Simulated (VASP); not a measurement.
C (diamond) at five volumes. These are RPA correlation on PBE orbitals, VASP's PBE PAW potentials (set 64) (plane waves; VASP) values and carry that method's errors. Run with 500 eV cut-off, 6×6×6 Γ-centred mesh, Gaussian smearing of 0.010 eV, potentials C_GW_new.

The mesh is coarse, so the correlation energy is not converged in k-points.

```csv
V (Å³/atom),EXX (eV/atom),RPA correlation (eV/atom)
5.219,-15.0971,-7.0653
5.446,-15.1298,-7.0774
5.673,-15.1299,-7.0911
5.900,-15.1029,-7.1067
6.127,-15.0533,-7.1237
```

### Question
Add the two parts and fit a third-order Birch-Murnaghan equation of state.

### Answer
The totals are -22.1625, -22.2072, -22.2210, -22.2097, -22.1770 eV/atom, with V0 = 5.68 Å³/atom and B0 = 446 GPa.

The compound is C in the diamond structure.
